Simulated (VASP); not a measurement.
Consider the following.

```
AgBr
1.0
    0.00000     2.83334     2.83334
    2.83334     0.00000     2.83334
    2.83334     2.83334     0.00000
Ag Br
1 1
Direct
  0.00000   0.00000   0.00000
  0.50000   0.50000   0.50000
```

The numbers are results of PBEsol GGA, VASP's PBE PAW potentials (set 64) (plane waves; VASP 6.6.1), not measurements. Numerical set-up: 400 eV cut-off, 14×14×14 Γ-centred mesh, Gaussian smearing of 0.010 eV, potentials Ag Br.

Task: Give the electronic dielectric tensor ε∞ (DFPT, local fields included).

Result: 
```
6.51  0.00  0.00
0.00  6.51  0.00
0.00  0.00  6.51
```

Task: Give the Born effective charges.

Result: 
```json
[
 {"atom": "Ag1", "Z*xx": "1.50", "Z*yy": "1.50", "Z*zz": "1.50", "mean": "1.50"},
 {"atom": "Br2", "Z*xx": "-1.50", "Z*yy": "-1.50", "Z*zz": "-1.50", "mean": "-1.50"}
]
```

The compound is AgBr in the rock salt structure. It was relaxed first, which changed the volume by -5 %.
